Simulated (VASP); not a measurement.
These are r2SCAN meta-GGA, VASP's PBE PAW potentials (set 64) (plane waves; VASP) values and carry that method's errors.

VASP ran on this input.

**POSCAR**
```
AlN
1
   -0.0000000000     2.1839228798     2.1839228798
    2.1839228798    -0.0000000000     2.1839228798
    2.1839228798     2.1839228798    -0.0000000000
Al N
1 1
Direct
  0.0000000000   0.0000000000   0.0000000000
  0.7500000000   0.7500000000   0.7500000000
```

### KPOINTS
```
kpoints
0
gamma
  12 12 12
0 0 0
```

### INCAR
```
ALGO  =  Normal
EDIFF  =  1E-5
EDIFFG  =  -0.03
ENCUT  =  450
IBRION  =  2
ISIF  =  2
ISMEAR  =  0
LASPH  =  T
LCHARG  =  F
LMIXTAU  =  T
LREAL  =  F
LWAVE  =  F
METAGGA  =  R2SCAN
NELM  =  100
NELMIN  =  4
NSW  =  20
PREC  =  Normal
SIGMA  =  0.05
SYSTEM  =  AlN
```

POTCAR, in this order: Al N (PBE.64 set). Program: vasp_std.

At this cut-off the stress carries a Pulay error, which pulls relaxed volumes low.

### Question
Estimate the energy per atom (σ→0), pressure, band gap (on the k-mesh).

### Answer

```yaml
energy per atom (σ→0): -9.589 eV/atom
band gap (on the k-mesh): 3.93 eV
pressure: -1.38 GPa
```

**OSZICAR**
```
...
DAV:  11    -0.191596669200E+02    0.45022E-02   -0.91766E-04  1208   0.381E-01    0.310E-01
DAV:  12    -0.191756367494E+02   -0.15970E-01   -0.76942E-03  1152   0.704E-01    0.641E-02
DAV:  13    -0.191780720672E+02   -0.24353E-02   -0.18686E-03  1168   0.360E-01    0.396E-02
DAV:  14    -0.191780204853E+02    0.51582E-04   -0.15538E-04  1280   0.110E-01    0.570E-02
DAV:  15    -0.191779694730E+02    0.51012E-04   -0.27972E-04  1280   0.110E-01    0.190E-02
DAV:  16    -0.191779035888E+02    0.65884E-04   -0.86102E-05  1224   0.721E-02    0.100E-02
DAV:  17    -0.191779123904E+02   -0.88016E-05   -0.14550E-06   600   0.132E-02
   1 F= -.19177912E+02 E0= -.19177912E+02  d E =-.191779E+02
```

The compound is AlN in the zinc blende structure, a metastable form; wurtzite is the usual one. It was relaxed first.
